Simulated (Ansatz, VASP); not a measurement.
## ReP2: VASP beside Ansatz

```
Re P
1.0
     4.37778    0.00000    0.00000
    -2.18889    3.79127    0.00000
     0.00000    0.00000    2.60583
Re P
1 2
Direct
  0.00000 0.00000 0.50000
  0.33333 0.66667 0.50000
  0.66667 0.33333 0.50000
```

Alike in both runs: task relaxation of cell and atoms; functional PBE; k mesh 12 × 12 × 18; occupations gaussian, width 0.1 eV; no spin polarisation.

|  | VASP | Ansatz |
| --- | --- | --- |
| version | VASP 6.6.1 | Ansatz 0.2.0 |
| potentials or method | VASP PAW PBE potentials, release 64 (Re, P) | scalar-relativistic, plane waves, PAW |
| plane-wave cutoff (eV) | 600 | 420 |
| valence electrons in the cell | 17 | 25 |

|  | VASP | Ansatz | Ansatz less VASP |
| --- | --- | --- | --- |
| gap on the k mesh at the Fermi level, each at its own relaxed structure (eV) | none | none | - |
| relaxed volume (Å³/atom) | 14.44 | 14.43 | -0.007 |
| relaxed cell length with the largest relative difference (Å) | 2.587 | 2.590 | +0.0035 |
| energy change over the relaxation (meV/atom) | -1 | -1 | +0.5 |

A gap of «none» marks a metal or a gap that the smearing closes. The two sets of potentials don't hold the same shells in valence.

The runs have no spin-orbit coupling, so splittings on Re are missing.
